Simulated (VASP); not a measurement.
Crystal: CdS (Greenockite).

```xyz
4
Lattice="4.1966 0.0000 0.0000 -2.0983 3.6343 0.0000 0.0000 0.0000 6.8288" Properties=species:S:1:pos:R:3 pbc="T T T"
Cd    0.0000    2.4229   -0.0054
Cd    2.0983    1.2114    3.4090
S     0.0000    2.4229    2.5662
S     2.0983    1.2114    5.9806
```

| Item | Value |
| --- | --- |
| Program | VASP 6.6.1 |
| Task | relaxation of cell and atoms |
| Functional | LDA |
| Potentials or basis | VASP PAW LDA potentials, release 64 (Cd, S) |
| Cutoff | 600 eV |
| k mesh | 9 × 9 × 4 |
| Occupations | gaussian, width 0.02 eV |
| Spin | no spin polarisation |

At the start: pressure -4.5 GPa; volume 26.04 Å³/atom.

Question: Where does the relaxation end?

Answer: Over 11 steps the energy falls by 30.5 meV/atom and the volume is 24.03 Å³/atom (-7.7 %); space group P6_3mc (No. 186, to 0.05 Å).

The path:
```tsv
step	energy change (eV)	largest force (eV/Å)	pressure (GPa)	volume (Å³)
1	0.0000	0.0005	-4.52	104.15
2	-0.1054	0.0126	2.03	93.47
3	-0.1218	0.0082	-0.01	96.13
4	-0.1218	0.0084	0.11	95.97
5	-0.1218	0.0039	-0.04	96.19
6	-0.1218	0.0051	-0.04	96.14
7	-0.1218	0.0058	-0.01	96.10
8	-0.1218	0.0040	0.02	96.10
9	-0.1218	0.0012	0.03	96.09
10	-0.1218	0.0016	0.03	96.10
11	-0.1218	0.0019	-0.01	96.13
```

Final structure:
```
CELL_PARAMETERS angstrom
4.08430 0.00000 0.00000
-2.04215 3.53711 0.00000
0.00000 0.00000 6.65439
ATOMIC_POSITIONS crystal
Cd 0.33333 0.66667 0.99947
Cd 0.66667 0.33333 0.49947
S 0.33333 0.66667 0.37553
S 0.66667 0.33333 0.87553
```
